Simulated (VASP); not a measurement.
Data:

```xyz
2
Lattice="2.8072 0.0000 0.0000 0.0000 2.8072 0.0000 0.0000 0.0000 2.8072" Properties=species:S:1:pos:R:3 pbc="T T T"
Cr     0.0000     0.0000     0.0000
Cr     1.4036     1.4036     1.4036
```

Computed with PBEsol GGA, VASP's PBE PAW potentials (set 64) (plane waves; VASP). Numerical set-up: 480 eV cut-off, 12×12×12 Γ-centred mesh, first-order Methfessel-Paxton smearing of 0.10 eV, potentials Cr_pv.

Question: Give the stress tensor in GPa (positive for a compressed cell).

Answer: 
```
1.18  0.00  0.00
0.00  1.18  0.00
0.00  0.00  1.18
```
The pressure is its mean diagonal, 1.18 GPa.

The compound is Cr in the bcc, AFM order structure. It was relaxed first, which changed the volume by -7 %. The run is not spin-polarised, so no magnetic state was tried.
